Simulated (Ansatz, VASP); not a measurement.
# Ga32Sb19P13 (GaP0.40Sb0.60, zinc blende) in two plane-wave programs

Aim: how closely do two programs agree when they are given the same cell, functional and k mesh? The cell is invented: As first built, before any earlier steps moved the atoms (in the runner's words): 2x2x2 conventional cells of the GaSb type (64 atoms: 13 P, 32 Ga, 19 Sb); Sb/P share their sites, the best of 600 random draws by like-pair counts in two shells; start lattice by linear mixing of the end members' cells; atoms moved at random by 0.02 A. It may not be a known or stable phase. The structure shown is the end of the Ansatz relaxation below.

Method: plane waves, with VASP 6.6.1 beside it; single point at PBE, in Ansatz 0.2.0.

## (1) Set-up

The cell holds 64 atoms: 13 P, 32 Ga and 19 Sb. Its edges and angles: a = 11.845 Å, b = 11.848 Å, c = 11.848 Å, α = 90.0°, β = 90.0°, γ = 90.0°. It derives from GaSb (GaSb type, space group 216), repeated 2×2×2. As first built, before any earlier steps moved the atoms (in the runner's words): 2x2x2 conventional cells of the GaSb type (64 atoms: 13 P, 32 Ga, 19 Sb); Sb/P share their sites, the best of 600 random draws by like-pair counts in two shells; start lattice by linear mixing of the end members' cells; atoms moved at random by 0.02 A.

## (2) Ansatz: relaxation, PBE

Ansatz runs on its default PAW (the set named soft_2) files.

This run makes the geometry at which the two programs are then compared.

input.yaml reads:

```yaml
crystal:
  lattice:
    - [11.702, 0.0, 0.0]
    - [0.0, 11.702, 0.0]
    - [0.0, 0.0, 11.702]
  atoms:
    - { symbol: P, position: [0.12692, 0.12497, 0.37288] }
    - { symbol: P, position: [0.12526, 0.37377, 0.12555] }
    - { symbol: P, position: [0.12516, 0.37285, 0.62632] }
    - { symbol: P, position: [0.37606, 0.12661, 0.62518] }
    - { symbol: P, position: [0.3742, 0.37698, 0.8751] }
    - { symbol: P, position: [0.12634, 0.62491, 0.37318] }
    - { symbol: P, position: [0.12431, 0.87278, 0.12343] }
    - { symbol: P, position: [0.37427, 0.87395, 0.37886] }
    - { symbol: P, position: [0.12342, 0.62431, 0.87569] }
    - { symbol: P, position: [0.37849, 0.87511, 0.87599] }
    - { symbol: P, position: [0.87461, 0.12344, 0.62392] }
    - { symbol: P, position: [0.62655, 0.87482, 0.62505] }
    - { symbol: P, position: [0.87495, 0.87715, 0.87771] }
    - { symbol: Ga, position: [8.0e-05, 0.99916, 0.99934] }
    - { symbol: Ga, position: [0.99751, 0.24951, 0.25101] }
    - { symbol: Ga, position: [0.25096, 0.99902, 0.24997] }
    - { symbol: Ga, position: [0.24931, 0.25007, 0.00171] }
    - { symbol: Ga, position: [0.00045, 0.99875, 0.49932] }
    - { symbol: Ga, position: [0.99883, 0.2502, 0.74944] }
    - { symbol: Ga, position: [0.24773, 0.99899, 0.75118] }
    - { symbol: Ga, position: [0.24809, 0.24826, 0.50048] }
    - { symbol: Ga, position: [0.00345, 0.50052, 0.99857] }
    - { symbol: Ga, position: [0.99945, 0.75081, 0.25252] }
    - { symbol: Ga, position: [0.25257, 0.49826, 0.24915] }
    - { symbol: Ga, position: [0.24959, 0.75, 0.00106] }
    - { symbol: Ga, position: [0.00058, 0.49981, 0.50255] }
    - { symbol: Ga, position: [0.00014, 0.74753, 0.75002] }
    - { symbol: Ga, position: [0.24921, 0.49968, 0.75314] }
    - { symbol: Ga, position: [0.25085, 0.74779, 0.50025] }
    - { symbol: Ga, position: [0.50079, 0.99927, 0.00147] }
    - { symbol: Ga, position: [0.49918, 0.25117, 0.24902] }
    - { symbol: Ga, position: [0.74864, 0.00145, 0.24748] }
    - { symbol: Ga, position: [0.75346, 0.24975, 0.99653] }
    - { symbol: Ga, position: [0.49792, 0.99848, 0.49624] }
    - { symbol: Ga, position: [0.50258, 0.25451, 0.74881] }
    - { symbol: Ga, position: [0.75084, 0.00344, 0.74924] }
    - { symbol: Ga, position: [0.75114, 0.25167, 0.49724] }
    - { symbol: Ga, position: [0.50052, 0.5019, 0.00021] }
    - { symbol: Ga, position: [0.50034, 0.7521, 0.25229] }
    - { symbol: Ga, position: [0.7499, 0.49674, 0.24946] }
    - { symbol: Ga, position: [0.74992, 0.75006, 0.00032] }
    - { symbol: Ga, position: [0.49883, 0.50007, 0.49755] }
    - { symbol: Ga, position: [0.50388, 0.74943, 0.74924] }
    - { symbol: Ga, position: [0.75235, 0.49975, 0.75035] }
    - { symbol: Ga, position: [0.75377, 0.74847, 0.50008] }
    - { symbol: Sb, position: [0.37559, 0.12654, 0.12374] }
    - { symbol: Sb, position: [0.37418, 0.3721, 0.37648] }
    - { symbol: Sb, position: [0.12438, 0.12408, 0.87551] }
    - { symbol: Sb, position: [0.3769, 0.62372, 0.12174] }
    - { symbol: Sb, position: [0.12333, 0.8759, 0.62537] }
    - { symbol: Sb, position: [0.37361, 0.62555, 0.62433] }
    - { symbol: Sb, position: [0.62503, 0.12356, 0.37264] }
    - { symbol: Sb, position: [0.62533, 0.37577, 0.12498] }
    - { symbol: Sb, position: [0.87223, 0.12608, 0.1267] }
    - { symbol: Sb, position: [0.87397, 0.37476, 0.37481] }
    - { symbol: Sb, position: [0.62439, 0.12495, 0.87659] }
    - { symbol: Sb, position: [0.62592, 0.37192, 0.62444] }
    - { symbol: Sb, position: [0.87463, 0.37307, 0.87068] }
    - { symbol: Sb, position: [0.62641, 0.62563, 0.37568] }
    - { symbol: Sb, position: [0.62447, 0.87709, 0.12785] }
    - { symbol: Sb, position: [0.87702, 0.62617, 0.12775] }
    - { symbol: Sb, position: [0.87534, 0.87601, 0.3729] }
    - { symbol: Sb, position: [0.62438, 0.62674, 0.87654] }
    - { symbol: Sb, position: [0.87612, 0.6249, 0.62212] }
kpoints:
  mp_grid: { grid: [2, 2, 2], shift: [0.5, 0.5, 0.5] }
hamiltonian:
  xc: pbe
scf:
  occupations: { method: fermi_dirac, width: 0.01 }
output:
  forces: true
  stress: true
relax:
  f_tol: 0.02
  max_steps: 45
  cell: { stress_tol: 0.1 }
```

Run with:

```
$ ansatz run input.yaml --threads 32 --pin off --max-ram 143360MiB --backend cuda --events-out ev --progress --plain --runs-dir out
```

Numbers of over 12 decimals in the logs are rounded to 6 here.

What it wrote:

```text
The last accepted step is kept in <dir> (removed where the run ends without a failure and the disk answers)
Engine: ansatz 0.2.0, aarch64-unknown-linux-gnu
Pseudopotentials: kind: paw
Pseudopotential: P, paw, valence charge 5, recommended cutoff 420 eV (normal), P.paw.azcp
Pseudopotential: Ga, paw, valence charge 13, recommended cutoff 420 eV (normal), Ga.paw.azcp
Pseudopotential: Sb, paw, valence charge 15, recommended cutoff 420 eV (normal), Sb.paw.azcp
Functional definition: PBE
  parameter kappa = 0.804
  parameter beta = 0.066725
  exchange = pbe_x(kappa = kappa, mu = beta*pi^2/3)
  correlation = pbe_c(beta = beta)
device memory: the entry about to start is reckoned to put 20.4 GiB on a device that reports 182.5 GiB free
GPU FFT provider: cuFFT
GPU libraries: cuBLAS 13.8.1, cuFFT 12.4.0, cuSOLVER 12.3.2
GPU matrix products: emulated (plane waves: as basis.precision tells), large ones in fixed point in workspaces of 1.00 GiB
Crystal: 64 atoms, lattice volume = 1602.434 Å³
Basis set: ecut = 420 eV, 31439 PW (Γ), exchange–correlation on 160×160×160 points (8 copies of the dense FFT grid, shifted against one another)
Bands: 460, of which v1, the nominal top of the filled ones, is band 383 counted from 1 (382 counted from 0)
Symmetry: 1 space group operations
Space group: P1 (ITA 1), of the structure as read, at distance tolerance 1.2e-4 Å
k-points: 4 of 8 (time reversal used)
Non-local potential: P, projectors of the file, l = 0: 2, l = 1: 2, l = 2: 2
Non-local potential: Ga, projectors of the file, l = 0: 2, l = 1: 2, l = 2: 3, l = 3: 1
Non-local potential: Sb, projectors of the file, l = 0: 2, l = 1: 2, l = 2: 2, l = 3: 2
PAW form: soft (Blöchl's): semilocal exchange-correlation on the pseudo side does not see the compensation charge
PAW one-centre angular grid: P, 110 points (default); XC on 64 Gauss nodes
PAW one-centre angular grid: Ga, 590 points (default); XC on 64 Gauss nodes
PAW one-centre angular grid: Sb, 590 points (default); XC on 64 Gauss nodes
Initial density: superposition of atomic densities (neutral atoms: chi_scale 0, normalization atom), corrected by the library's trained network
Initial wavefunctions: pseudopotential atomic-orbital guess
GPU buffer pool allocated for 512000 grid points (all kernels)
GPU transforms: local potential and band sums: pruned to the plane-wave sphere, on 80×80×80
Functional: x = pbe(κ = 0.804, μ = 0.219515), c = pbe(β = 0.066725)
SCF iter   1: F=—  HF=-254093.156261 eV  |F-HF|=—  |Δ(HF+E_count)|=         —  Δρ=1.38e-3  dr2=7.48e-2  ethr=1.77e-3  ⟨swp⟩=7.0  Hψ=7376  notcnv=0  defer=13
preconditioner: auto → Resta (q_TF=auto, 2.412 Å⁻¹)  ε∞=3.6  [insulator: Δε(μ)=1.120 eV  Ē_g=13.717 eV  σ=0.010 eV  W_gap=1.00  n_scr=388 (ndim 8)  ℏωp=22.3 eV  f_vac=0.056  D(μ)=0.00/eV (n_scr^D=0)  ε∞_Penn≈3.6]
SCF iter   2: F=—  HF=-254093.083734 eV  |F-HF|=—  |Δ(HF+E_count)|=   7.25e-2  Δρ=7.52e-4  dr2=1.40e-2  ethr=9.76e-6  ⟨swp⟩=3.0  Hψ=3458  notcnv=0  defer=288
SCF iter   3: F=—  HF=-254093.086713 eV  |F-HF|=—  |Δ(HF+E_count)|=   2.98e-3  Δρ=4.09e-4  dr2=4.57e-3  ethr=1.82e-6  ⟨swp⟩=2.0  Hψ=2724  notcnv=0  defer=288
SCF iter   4: F=—  HF=-254093.090808 eV  |F-HF|=—  |Δ(HF+E_count)|=   4.09e-3  Δρ=1.51e-4  dr2=7.61e-4  ethr=5.97e-7  ⟨swp⟩=2.0  Hψ=2724  notcnv=0  defer=288
SCF iter   5: F=—  HF=-254093.087149 eV  |F-HF|=—  |Δ(HF+E_count)|=   3.66e-3  Δρ=6.97e-5  dr2=8.89e-5  ethr=9.93e-8  ⟨swp⟩=2.0  Hψ=2704  notcnv=0  defer=288
SCF iter   6: F=—  HF=-254093.090811 eV  |F-HF|=—  |Δ(HF+E_count)|=   3.66e-3  Δρ=2.51e-5  dr2=1.74e-5  ethr=1.16e-8  ⟨swp⟩=3.0  Hψ=3080  notcnv=0  defer=288
SCF iter   7: F=—  HF=-254093.090817 eV  |F-HF|=—  |Δ(HF+E_count)|=   6.54e-6  Δρ=8.02e-6  dr2=1.45e-6  ethr=2.27e-9  ⟨swp⟩=2.2  Hψ=3076  notcnv=0  defer=288
SCF iter   8: F=—  HF=-254093.090820 eV  |F-HF|=—  |Δ(HF+E_count)|=   2.52e-6  Δρ=3.48e-6  dr2=2.81e-7  ethr=1.89e-10  ⟨swp⟩=3.0  Hψ=2967  notcnv=0  defer=288
SCF iter   9: F=-254093.090820 eV  HF=-254093.090820 eV  |F-HF|=1.56e-8  |Δ(HF+E_count)|=  9.60e-10  Δρ=1.14e-6  dr2=2.67e-8  ethr=1.31e-11  ⟨swp⟩=4.0  Hψ=6060  notcnv=0
SCF 1 converged in 9 iterations: F = -254093.090820 eV  dr2 = 2.67e-8
  greatest PAW one-centre occupation: 0.995 electrons in one spin orbital (limit 2), on the Sb atom at site 63 (counted from 0), in its partial waves of l = 2
relax step   1: F+E_penalty+E_count = -254093.09081987 eV  Δ(F+E_penalty+E_count) = +0.000e0 eV  max|allowed force component| = 2.328e0 eV/Å  Δτ_max = 0.0000 Å  P = +3.664 GPa  Ω = 1602.434 Å³  (9 SCF iters, dr2 threshold 1.00e-7 eV, accepted)
[...]
relax step   2: F+E_penalty+E_count = -254098.92242758 eV  Δ(F+E_penalty+E_count) = -5.832e0 eV  max|allowed force component| = 6.363e-1 eV/Å  Δτ_max = 0.1948 Å  P = -0.407 GPa  Ω = 1681.109 Å³  energy of the carried Pulay correction = -1.762e-2 eV  (8 SCF iters, dr2 threshold 6.40e-6 eV, accepted)
[...]
relax step   3: F+E_penalty+E_count = -254099.54171633 eV  Δ(F+E_penalty+E_count) = -6.193e-1 eV  max|allowed force component| = 1.871e-1 eV/Å  Δτ_max = 0.1344 Å  P = -0.136 GPa  Ω = 1665.923 Å³  energy of the carried Pulay correction = -1.428e-2 eV  (8 SCF iters, dr2 threshold 6.40e-6 eV, accepted)
[...]
relax step   4: F+E_penalty+E_count = -254099.58493793 eV  Δ(F+E_penalty+E_count) = -4.322e-2 eV  max|allowed force component| = 1.774e-2 eV/Å  Δτ_max = 0.0443 Å  P = -0.027 GPa  Ω = 1662.737 Å³  energy of the carried Pulay correction = -1.358e-2 eV  (6 SCF iters, dr2 threshold 2.19e-6 eV, accepted)
[...]
relax step   5: F+E_penalty+E_count = -254099.59730032 eV  Δ(F+E_penalty+E_count) = -1.236e-2 eV  max|allowed force component| = 1.776e-2 eV/Å  Δτ_max = 0.0000 Å  P = -0.028 GPa  Ω = 1662.737 Å³  stress off target by 5.92e-2 GPa  SCF on the basis re-selected at this cell (its energy is not comparable with the rows above)  (7 SCF iters)
basis re-selected at this cell: Δ(F+E_penalty+E_count) = -1.236e-2 eV, ΔP = -0.001 GPa vs the last step (what re-selecting the basis moved, of the pressure what is left beyond the Pulay correction that the steps carried, after the strain that the cell walked since its last selection, with what the two solves' SCF thresholds leave and, on support functions, any second-order correction that the steps lacked; it is no m [...]
SCF converged after 7 iterations
Free energy (F): -254099.597300 eV
Harris-Foulkes:  -254099.597300 eV  (|F-HF|=1.14e-9)
Internal energy: -254099.597300 eV  (E = F + TS)
E sigma→0 (E₀):  -254099.597300 eV
Fermi energy:    7.389026 eV
--- Per-component energies (eV) ---
  E_band       = -5935.077684
  E_kinetic    = 8522.515744
  E_local      = -105106.604784  (includes V_loc(G=0)·N_el)
  E_nonlocal   = 20920.255583
  E_hartree    = 48433.532745
  E_xc         = -5620.175245
  E_vxc        = -4447.498148  (∫ρ·V_xc dr)
  E_paw        = -157996.168314  (= ΣΔE_a)
  E_vpaw       = -22690.811624  (= ΣTr[D̂ρ^β])
  E_aug_tail   = -0.003653  (compensation charges beyond the density's cutoff)
  E_ewald      = -63252.949377
  E_smearing   = -0.000000  (= −TS)
  E_closure    = -0.000000  (closes the sum)
  Σ components = -254099.597300   (vs F -254099.597300, Δ=0.00e0)
--- Forces (eV/Å), atoms counted from 1 ---
  [... one line an atom ...]
  max |Σ_I F_I| component: 1.91e-6 eV/Å
--- Stress (GPa, compression-positive) ---
       -0.005460      -0.000005      -0.005631
       -0.000005      -0.038897       0.019486
       -0.005631       0.019486      -0.039968
  P = ⅓ Tr σ = -0.0281 GPa (-0.281 kbar)
--- Band table (eV) ---
--- Relaxed structure (4 steps of the walk, 4 accepted, 1 SCFs on fresh bases) ---
  F+E_penalty+E_count = -254099.59730032 eV   max|allowed force component| = 1.776e-2 eV/Å   (the final SCF, on the basis selected at the relaxed cell)
  cell:  # Å, volume = 1662.7368 Å³
    - [11.845053, 0.000131402, 0.0014646]
    - [0.000131402, 11.847931, -0.0022338]
    - [0.0014646, -0.0022338, 11.847972]
  atoms:
    [... one line an atom ...]
```

[end of part 1 of 2]

[Lines on the potential files, build, host, timing and source positions are cut from VASP's logs without a mark.]

[Logs are printed without paths, hosts, clocks, repeated set-up lines and the standing remarks that a program may print on its own settings, such as how far it seeks lower states.]

[Hosts, paths, dates, database ids (printed as entryN), source tags and the programs' standing remarks are cut or masked in the printed files.]
